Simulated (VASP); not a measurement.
Energy against volume of HfC (rock salt). These are PBE GGA with D4 dispersion, VASP's PBE PAW potentials (set 64) (plane waves; VASP 6.6.1) values and carry that method's errors. Run with 520 eV cut-off, 14×14×14 Γ-centred mesh, first-order Methfessel-Paxton smearing of 0.10 eV, potentials Hf_pv C.

```
V (Å³/atom)  E (eV/atom)
-----------  -----------
11.991         -10.76608
12.362         -10.77500
12.732         -10.76677
13.103         -10.74380
```

Fit these four points and predict the energy of the run at 11.620 Å³/atom.

A cubic in V^(−2/3), the third-order Birch-Murnaghan form, passes through the four points with V0 = 12.36 Å³/atom and B0 = 247 GPa, and gives -10.7371 eV/atom there. The run gave -10.7372 eV/atom, -0.2 meV/atom from the fit; all five points give B0 = 246 GPa.

The compound is HfC in the rock salt structure. It was relaxed first.
